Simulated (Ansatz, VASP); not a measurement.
# Cross-check of ZrB2 between VASP and Ansatz, part 2 of 2

Wanted: the spread between two codes on one cell, functional and k mesh. The cell is taken from a series of runs on this material, whose earlier steps may have relaxed, scaled, displaced or heated it; both programs get it as it stands.

VASP 6.6.1 and Ansatz 0.2.0.

So far: The structure; Ansatz: zone-centre phonons, PBEsol.

**3. VASP: zone-centre phonons, PBEsol**

Level of this step: PBEsol; plane waves and PAW (B, Zr_sv) (VASP).

The same cell, functional, mesh and smearing now go to VASP, with its own data sets.

Lines of VASP's logs that name or quote its potential files are left out, and so is its time.

The input, INCAR:

```
SYSTEM = ZrB2
PREC = Accurate
ENCUT = 500
EDIFF = 1E-08
NELM = 120
ISMEAR = 1
SIGMA = 0.2
LREAL = .FALSE.
ALGO = Normal
GGA = PS
NBANDS = 15
LASPH = .TRUE.
LORBIT = 11
LWAVE = .FALSE.
LCHARG = .FALSE.
ISIF = 2
IBRION = 8
GGA_COMPAT = .FALSE.
KPAR = 2
```

The input, POSCAR:

```
ZrB2
1.0
    3.1231916779      0.0000000000      0.0000000000
   -1.5615958389      2.7047633339      0.0000000000
    0.0000000000      0.0000000000      3.5275686435
B Zr
2 1
Direct
    0.3333333333      0.6666666667      0.5000000000
    0.6666666667      0.3333333333      0.5000000000
    0.0000000000      0.0000000000      0.0000000000
```

The input, KPOINTS:

```
Automatic mesh
0
Gamma
15 15 12
0 0 0
```

The projector-augmented-wave data sets are B and Zr_sv (PBE family, release 64).

The run is started by

```console
> mpirun -np 2 vasp_std
```

Numbers of over 12 decimals in the logs are rounded to 6 here.

Output:

```text
[banner, memory and clock lines left out]
running    2 mpi-ranks, on    1 nodes
 distrk:  each k-point on    1 cores,    2 groups
 distr:  one band on    1 cores,    1 groups

 POSCAR found type information on POSCAR B Zr
 POSCAR found :  2 types and       3 ions
|                                                                             |
|               ----> ADVICE to this user running VASP <----                  |
|                                                                             |
|     You enforced a specific xc type in the INCAR file but a different       |
|     [... a line on the potential file left out ...]
|     I HOPE YOU KNOW WHAT YOU ARE DOING!                                     |
|                                                                             |

 LDA part: xc-table for (Slater+PW92), standard interpolation
 POSCAR, INCAR and KPOINTS ok, starting setup
 FFT: planning ... GRIDC
 FFT: planning ... GRID_SOFT
 FFT: planning ... GRID
 WAVECAR not read
 entering main loop
       N       E                     dE             d eps       ncg     rms          rms(c)
DAV:   1     0.101729150893E+03    0.10173E+03   -0.95727E+03  5670   0.116E+03
DAV:   2    -0.247304830137E+02   -0.12646E+03   -0.12141E+03  7197   0.301E+02
DAV:   3    -0.289635779449E+02   -0.42331E+01   -0.42115E+01  9000   0.482E+01
DAV:   4    -0.290448665043E+02   -0.81289E-01   -0.81274E-01  6694   0.587E+00
DAV:   5    -0.290461872353E+02   -0.13207E-02   -0.13207E-02  8740   0.593E-01    0.235E+01
DAV:   6    -0.264409668405E+02    0.26052E+01   -0.60214E+00  7109   0.172E+01    0.980E+00
DAV:   7    -0.263933601130E+02    0.47607E-01   -0.69917E-01  8292   0.538E+00    0.350E+00
DAV:   8    -0.263940008486E+02   -0.64074E-03   -0.10543E-01  6775   0.276E+00    0.505E-01
DAV:   9    -0.263901350520E+02    0.38658E-02   -0.21728E-02  7142   0.115E+00    0.209E-01
DAV:  10    -0.263897379212E+02    0.39713E-03   -0.16581E-03  6713   0.392E-01    0.389E-02
DAV:  11    -0.263897439652E+02   -0.60440E-05   -0.73151E-05  7728   0.806E-02    0.120E-02
DAV:  12    -0.263897420213E+02    0.19439E-05   -0.32682E-06  7323   0.128E-02    0.581E-03
DAV:  13    -0.263897418600E+02    0.16130E-06   -0.61040E-07  8478   0.613E-03    0.197E-03
DAV:  14    -0.263897418125E+02    0.47481E-07   -0.33652E-08  6167   0.182E-03    0.520E-04
DAV:  15    -0.263897417826E+02    0.29843E-07   -0.43069E-09  3416   0.590E-04    0.147E-04
DAV:  16    -0.263897417771E+02    0.55509E-08   -0.11483E-09  3087   0.279E-04
   1 F= -.26389742E+02 E0= -.26389919E+02  d E =0.532229E-03
 Linear response reoptimize wavefunctions to high precision
DAV:   1    -0.263897417761E+02    0.94769E-09   -0.32775E-10  4074   0.130E-04
DAV:   2    -0.263897417762E+02   -0.47748E-10   -0.11682E-10  3003   0.597E-05
 Linear response DOF=           4
 Linear response progress:
  Degree of freedom:   1/  4
       N       E                     dE             d eps       ncg     rms          rms(c)
RMM:   1    -0.480548721777E-01   -0.48055E-01   -0.23974E-02 57744   0.105E+00
RMM:   2    -0.430565320285E-01    0.49983E-02   -0.22951E-03 46991   0.249E-01    0.145E-01
RMM:   3    -0.429886561534E-01    0.67876E-04   -0.66956E-04 44790   0.126E-01    0.725E-02
RMM:   4    -0.434565432900E-01   -0.46789E-03   -0.43012E-04 43778   0.998E-02    0.834E-03
RMM:   5    -0.434617639724E-01   -0.52207E-05   -0.52047E-05 52716   0.281E-02    0.226E-03
RMM:   6    -0.434624589803E-01   -0.69501E-06   -0.10137E-05 56034   0.996E-03    0.121E-03
RMM:   7    -0.434593635340E-01    0.30954E-05   -0.19944E-06 55686   0.467E-03    0.281E-04
RMM:   8    -0.434610775814E-01   -0.17140E-05   -0.51884E-07 58419   0.213E-03    0.154E-04
RMM:   9    -0.434606588522E-01    0.41873E-06    0.57085E-08 59044   0.976E-04    0.320E-05
RMM:  10    -0.434608223032E-01   -0.16345E-06   -0.49378E-08 58602   0.471E-04    0.256E-05
RMM:  11    -0.434607046269E-01    0.11768E-06    0.28403E-08 58738   0.234E-04    0.829E-06
RMM:  12    -0.434606933362E-01    0.11291E-07   -0.29614E-08 59832   0.118E-04    0.507E-06
RMM:  13    -0.434606727398E-01    0.20596E-07   -0.11921E-08 58609   0.601E-05    0.511E-06
RMM:  14    -0.434606720362E-01    0.70359E-09   -0.14841E-08 58252   0.315E-05    0.208E-06
 first order change of Fermi-energy   0.17185E-04
 force on displaced ion       1 direction 1 : -17.037  -0.001   0.000
 Linear response progress:
  Degree of freedom:   2/  4
       N       E                     dE             d eps       ncg     rms          rms(c)
RMM:   1    -0.474854251089E-01   -0.47485E-01   -0.12857E-03 20238   0.111E+00
RMM:   2    -0.448252647989E-01    0.26602E-02   -0.18814E-03 16248   0.246E-01    0.118E-01
RMM:   3    -0.447515588972E-01    0.73706E-04   -0.94474E-04 15830   0.146E-01    0.543E-02
RMM:   4    -0.451138822238E-01   -0.36232E-03   -0.34703E-04 16740   0.907E-02    0.124E-02
RMM:   5    -0.451836087763E-01   -0.69727E-04   -0.54315E-05 18226   0.344E-02    0.395E-03
RMM:   6    -0.451947451141E-01   -0.11136E-04   -0.12335E-05 19182   0.135E-02    0.817E-04
RMM:   7    -0.451877420010E-01    0.70031E-05   -0.25653E-06 19532   0.582E-03    0.263E-04
RMM:   8    -0.451884740625E-01   -0.73206E-06   -0.13526E-06 19578   0.277E-03    0.140E-04
RMM:   9    -0.451875244027E-01    0.94966E-06   -0.11909E-06 19572   0.141E-03    0.101E-04
RMM:  10    -0.451880656529E-01   -0.54125E-06   -0.49544E-07 19683   0.759E-04    0.103E-05
RMM:  11    -0.451880637430E-01    0.19099E-08   -0.33532E-07 21029   0.369E-04    0.121E-05
RMM:  12    -0.451880635624E-01    0.18055E-09   -0.11828E-07 20716   0.183E-04    0.713E-06
RMM:  13    -0.451880535379E-01    0.10025E-07   -0.72593E-08 20388   0.955E-05    0.445E-06
RMM:  14    -0.451880710227E-01   -0.17485E-07   -0.15668E-08 20565   0.493E-05    0.223E-06
RMM:  15    -0.451880737091E-01   -0.26865E-08   -0.71455E-09 20235   0.263E-05    0.167E-06
 first order change of Fermi-energy  -0.62442E-04
 force on displaced ion       1 direction 3 :   0.000  -0.000 -10.520
 Linear response progress:
  Degree of freedom:   3/  4
       N       E                     dE             d eps       ncg     rms          rms(c)
RMM:   1    -0.680326466537E+00   -0.68033E+00    0.30083E+00 15531   0.150E+01
RMM:   2    -0.624065214651E+00    0.56261E-01   -0.18631E-01 21373   0.281E+00    0.180E-01
RMM:   3    -0.625337162433E+00   -0.12719E-02   -0.32066E-02 25667   0.858E-01    0.574E-02
RMM:   4    -0.626924835075E+00   -0.15877E-02   -0.57499E-03 31637   0.301E-01    0.306E-02
RMM:   5    -0.627387987049E+00   -0.46315E-03   -0.91765E-04 31527   0.114E-01    0.179E-02
RMM:   6    -0.627366518185E+00    0.21469E-04   -0.13929E-04 31506   0.515E-02    0.455E-03
RMM:   7    -0.627345021627E+00    0.21497E-04   -0.42546E-05 32698   0.242E-02    0.354E-03
RMM:   8    -0.627337156109E+00    0.78655E-05    0.41955E-06 33022   0.133E-02    0.945E-04
RMM:   9    -0.627342598244E+00   -0.54421E-05   -0.52752E-06 33514   0.776E-03    0.173E-04
RMM:  10    -0.627344134396E+00   -0.15362E-05   -0.47168E-06 34316   0.497E-03    0.112E-04
RMM:  11    -0.627344622027E+00   -0.48763E-06   -0.36053E-06 35062   0.348E-03    0.165E-04
RMM:  12    -0.627340248332E+00    0.43737E-05   -0.28907E-06 32738   0.271E-03    0.224E-04
RMM:  13    -0.627344912631E+00   -0.46643E-05   -0.19698E-06 30670   0.220E-03    0.150E-04
RMM:  14    -0.627348159150E+00   -0.32465E-05   -0.16866E-06 33370   0.171E-03    0.852E-05
[...]
RMM:  21    -0.627353172846E+00   -0.60821E-07   -0.32391E-07 33403   0.497E-04    0.215E-05
RMM:  22    -0.627353115263E+00    0.57583E-07   -0.25674E-07 30646   0.432E-04    0.310E-05
RMM:  23    -0.627353147534E+00   -0.32271E-07   -0.21440E-07 28070   0.378E-04    0.377E-05
RMM:  24    -0.627353164530E+00   -0.16996E-07   -0.18236E-07 25790   0.332E-04    0.436E-05
RMM:  25    -0.627353217728E+00   -0.53198E-07   -0.15580E-07 28602   0.295E-04    0.480E-05
RMM:  26    -0.627353190310E+00    0.27419E-07   -0.13319E-07 24964   0.261E-04    0.536E-05
RMM:  27    -0.627353224472E+00   -0.34163E-07   -0.11357E-07 23417   0.233E-04    0.572E-05
RMM:  28    -0.627353226149E+00   -0.16764E-08   -0.99935E-08 18441   0.207E-04    0.611E-05
 first order change of Fermi-energy   0.88114E-04
 force on displaced ion       3 direction 1 : -14.008   0.000   0.000
 Linear response progress:
  Degree of freedom:   4/  4
       N       E                     dE             d eps       ncg     rms          rms(c)
RMM:   1    -0.763896842636E+00   -0.76390E+00    0.26634E+00  6627   0.147E+01
RMM:   2    -0.706869889850E+00    0.57027E-01   -0.16062E-01  8856   0.267E+00    0.204E-01
RMM:   3    -0.710106590982E+00   -0.32367E-02   -0.35847E-02 10323   0.800E-01    0.641E-02
RMM:   4    -0.712465847587E+00   -0.23593E-02   -0.66589E-03 12017   0.283E-01    0.365E-02
RMM:   5    -0.712731007764E+00   -0.26516E-03   -0.11158E-03 12708   0.104E-01    0.253E-02
RMM:   6    -0.712542682151E+00    0.18833E-03   -0.11437E-04 12628   0.488E-02    0.577E-03
RMM:   7    -0.712605287397E+00   -0.62605E-04   -0.35571E-05 12910   0.215E-02    0.235E-03
RMM:   8    -0.712605341713E+00   -0.54316E-07   -0.16903E-05 13386   0.110E-02    0.742E-04
RMM:   9    -0.712609188313E+00   -0.38466E-05   -0.10618E-05 13716   0.642E-03    0.689E-04
RMM:  10    -0.712609875410E+00   -0.68710E-06   -0.77681E-06 13596   0.445E-03    0.101E-04
RMM:  11    -0.712611034909E+00   -0.11595E-05   -0.52153E-06 14099   0.309E-03    0.396E-05
RMM:  12    -0.712611721542E+00   -0.68663E-06   -0.53236E-06 13646   0.230E-03    0.102E-04
RMM:  13    -0.712610958647E+00    0.76290E-06   -0.29256E-06 13541   0.176E-03    0.145E-04
RMM:  14    -0.712612495433E+00   -0.15368E-05   -0.28704E-06 12728   0.145E-03    0.424E-05
[...]
RMM:  26    -0.712617007550E+00    0.11203E-06   -0.19081E-07 12322   0.153E-04    0.265E-06
RMM:  27    -0.712617111347E+00   -0.10380E-06   -0.14520E-07 12500   0.131E-04    0.168E-06
RMM:  28    -0.712617197542E+00   -0.86196E-07   -0.13835E-07 13083   0.113E-04    0.968E-07
RMM:  29    -0.712617247314E+00   -0.49771E-07   -0.10448E-07 13013   0.959E-05    0.811E-07
RMM:  30    -0.712617266340E+00   -0.19026E-07   -0.94787E-08 10747   0.818E-05    0.135E-06
RMM:  31    -0.712617229095E+00    0.37245E-07   -0.73362E-08  9562   0.711E-05    0.363E-06
RMM:  32    -0.712617249278E+00   -0.20182E-07   -0.66877E-08  8264   0.613E-05    0.407E-06
RMM:  33    -0.712617255192E+00   -0.59143E-08   -0.52354E-08  7913   0.534E-05    0.489E-06
 first order change of Fermi-energy  -0.50159E-04
 force on displaced ion       3 direction 3 :   0.000   0.000 -15.251
 Linear response finished
```

Parts of OUTCAR (step 3):

```text
ion  position               nearest neighbor table
   1  0.333  0.667  0.500-   2 1.80   2 1.80   2 1.80   3 2.52   3 2.52   3 2.52   3 2.52   3 2.52
                             3 2.52
   2  0.667  0.333  0.500-   1 1.80   1 1.80   1 1.80   3 2.52   3 2.52   3 2.52   3 2.52   3 2.52
                             3 2.52
   3  0.000  0.000  0.000-   1 2.52   2 2.52   1 2.52   2 2.52   1 2.52   1 2.52   2 2.52   2 2.52
                             2 2.52   2 2.52   1 2.52   1 2.52

  LATTYP: Found a hexagonal cell.
 ALAT       =     3.1231916779
 C/A-ratio  =     1.1294755517

 Subroutine GETGRP returns: Found 24 space group operations
 (whereof 24 operations were pure point group operations)

The static configuration has the point symmetry D_6h.

 Found    189 irreducible k-points:

   k-points           NKPTS =    189   k-points in BZ     NKDIM =    189   number of bands    NBANDS=     15

   dimension x,y,z NGX =    24 NGY =   24 NGZ =   28
   dimension x,y,z NGXF=    48 NGYF=   48 NGZF=   56

   ENCUT  =  500.0 eV  36.75 Ry    6.06 a.u.   5.69  5.69  6.43*2*pi/ulx,y,z

   NELECT =      18.0000    total number of electrons

 k-points in reciprocal lattice and weights: Automatic mesh
   0.00000000  0.00000000  0.00000000       0.000
   0.06666667  0.00000000  0.00000000       0.002
   0.13333333  0.00000000  0.00000000       0.002
   0.20000000  0.00000000  0.00000000       0.002
   0.26666667  0.00000000  0.00000000       0.002
   0.33333333  0.00000000  0.00000000       0.002
   0.40000000 -0.00000000  0.00000000       0.002
   0.46666667 -0.00000000  0.00000000       0.002
   0.06666667  0.06666667  0.00000000       0.002
[...]
0.33333333  0.26666667  0.50000000       0.004
   0.33333333  0.33333333  0.50000000       0.001

 average (electrostatic) potential at core
       1 -21.6615       2 -21.6615       3 -72.1228

  Total        1.1635314      1.1635314      0.0578153      0.0000000      0.0000000      0.0000000
  in kB       62.5583507     62.5583507      3.1084935      0.0000000      0.0000000      0.0000000
  external PRESSURE =      42.7417316 kB  Pullay stress =       0.0000000 kB

  energy-cutoff  :      500.00
  volume of cell :       29.80
      direct lattice vectors                 reciprocal lattice vectors
     3.123191678  0.000000000  0.000000000     0.320185279  0.184859057  0.000000000
    -1.561595839  2.704763334  0.000000000     0.000000000  0.369718115  0.000000000
     0.000000000  0.000000000  3.527568643     0.000000000  0.000000000  0.283481372

 POSITION                                       TOTAL-FORCE (eV/Angst)
 -----------------------------------------------------------------------------------
     -0.00000      1.80318      1.76378         0.000000     -0.000000      0.000000
      1.56160      0.90159      1.76378        -0.000000      0.000000     -0.000000
      0.00000      0.00000      0.00000         0.000000      0.000000     -0.000000
 -----------------------------------------------------------------------------------
    total drift:                               -0.000000      0.000000      0.000000

 Eigenvectors and eigenvalues of the dynamical matrix
 ----------------------------------------------------

   1 f  =   24.740966 THz   155.452075 2PiTHz  825.269800 cm-1   102.320369 meV
             X         Y         Z           dx          dy          dz
     -0.000000  1.803176  1.763784    -0.652663   -0.272087   -0.000000
      1.561596  0.901588  1.763784     0.652663    0.272087    0.000000
      0.000000  0.000000  0.000000     0.000000   -0.000000    0.000000

   2 f  =   24.740966 THz   155.452075 2PiTHz  825.269800 cm-1   102.320369 meV
             X         Y         Z           dx          dy          dz
     -0.000000  1.803176  1.763784    -0.272087    0.652663   -0.000000
      1.561596  0.901588  1.763784     0.272087   -0.652663    0.000000
      0.000000  0.000000  0.000000    -0.000000    0.000000   -0.000000

   3 f  =   17.415035 THz   109.421894 2PiTHz  580.903052 cm-1    72.022767 meV
             X         Y         Z           dx          dy          dz
     -0.000000  1.803176  1.763784     0.000000    0.000000   -0.707107
      1.561596  0.901588  1.763784     0.000000    0.000000    0.707107
      0.000000  0.000000  0.000000     0.000000   -0.000000   -0.000000

   4 f  =   14.602235 THz    91.748549 2PiTHz  487.078136 cm-1    60.389965 meV
             X         Y         Z           dx          dy          dz
     -0.000000  1.803176  1.763784     0.000000    0.000000    0.635758
      1.561596  0.901588  1.763784     0.000000    0.000000    0.635758
      0.000000  0.000000  0.000000    -0.000000   -0.000000   -0.437749

   5 f  =   13.989098 THz    87.896098 2PiTHz  466.626098 cm-1    57.854237 meV
             X         Y         Z           dx          dy          dz
     -0.000000  1.803176  1.763784     0.586753    0.244608   -0.000000
      1.561596  0.901588  1.763784     0.586753    0.244608   -0.000000
      0.000000  0.000000  0.000000    -0.404206   -0.168507    0.000000

   6 f  =   13.989098 THz    87.896098 2PiTHz  466.626098 cm-1    57.854237 meV
             X         Y         Z           dx          dy          dz
     -0.000000  1.803176  1.763784     0.244608   -0.586753    0.000000
      1.561596  0.901588  1.763784     0.244608   -0.586753    0.000000
      0.000000  0.000000  0.000000    -0.168507    0.404206   -0.000000

   7 f/i=    0.000340 THz     0.002134 2PiTHz    0.011327 cm-1     0.001404 meV
             X         Y         Z           dx          dy          dz
     -0.000000  1.803176  1.763784     0.000000   -0.000000    0.309536
      1.561596  0.901588  1.763784     0.000000   -0.000000    0.309536
      0.000000  0.000000  0.000000     0.000000   -0.000000    0.899097

   8 f/i=    0.003027 THz     0.019020 2PiTHz    0.100975 cm-1     0.012519 meV
             X         Y         Z           dx          dy          dz
     -0.000000  1.803176  1.763784    -0.009830    0.309502    0.000000
      1.561596  0.901588  1.763784    -0.009830    0.309502    0.000000
      0.000000  0.000000  0.000000    -0.028538    0.898559    0.000000

   9 f/i=    0.003027 THz     0.019020 2PiTHz    0.100975 cm-1     0.012519 meV
             X         Y         Z           dx          dy          dz
     -0.000000  1.803176  1.763784     0.309502    0.009830    0.000000
      1.561596  0.901588  1.763784     0.309502    0.009830    0.000000
      0.000000  0.000000  0.000000     0.898559    0.028538    0.000000

 ELASTIC MODULI CONTR FROM IONIC RELAXATION (kBar)
 Direction    XX          YY          ZZ          XY          YZ          ZX
 --------------------------------------------------------------------------------
 XX          -1.9020      1.9020     -0.0000     -0.0000      0.0000     -0.0000
 YY           1.9020     -1.9020      0.0000     -0.0000     -0.0000      0.0000
 ZZ          -0.0000      0.0000     -0.0000     -0.0000      0.0000     -0.0000
 XY          -0.0000     -0.0000     -0.0000     -1.9020     -0.0000      0.0000
 YZ           0.0000     -0.0000      0.0000     -0.0000     -0.0000      0.0000
 ZX          -0.0000      0.0000     -0.0000      0.0000      0.0000     -0.0000
 --------------------------------------------------------------------------------
```

**4. Comparison**

Known differences besides the potentials themselves: the cutoff is 420 eV in Ansatz and 500 eV in VASP; Ansatz makes its cores anew for this functional, VASP keeps those of its PBE data sets. Total energies have different zeros and are not compared.

Compared:

```tsv
quantity	Ansatz	VASP	difference
optical mode 1 to 2 (cm⁻¹)	466.0	466.6	-0.13 %
optical mode 3 (cm⁻¹)	485.4	487.1	-0.34 %
optical mode 4 (cm⁻¹)	580.6	580.9	-0.06 %
optical mode 5 to 6 (cm⁻¹)	822.5	825.3	-0.34 %
```

Modes are paired by rising frequency, not by their patterns, so a pair may set unlike modes beside each other; they are those without the splitting of longitudinal modes.

**5. What came out**

```json
{
 "r.m.s. difference of the optical zone-centre modes, each program's sorted by frequency (zone-centre phonons, PBEsol)": "1.8 cm⁻¹"
}
```

The r.m.s. difference of the optical zone-centre modes, each program's sorted by frequency is 1.8 cm⁻¹ (zone-centre phonons, PBEsol). Such differences can come from data sets, numerical settings and the points named under the comparisons, not from the functional's error against experiment.

[Lines on the potential files, build, host, timing and source positions are cut from VASP's logs without a mark.]

[Logs are printed without paths, hosts, clocks, repeated set-up lines and the standing remarks that a program may print on its own settings, such as how far it seeks lower states.]

[Hosts, paths, dates, database ids (printed as entryN), source tags and the programs' standing remarks are cut or masked in the printed files.]
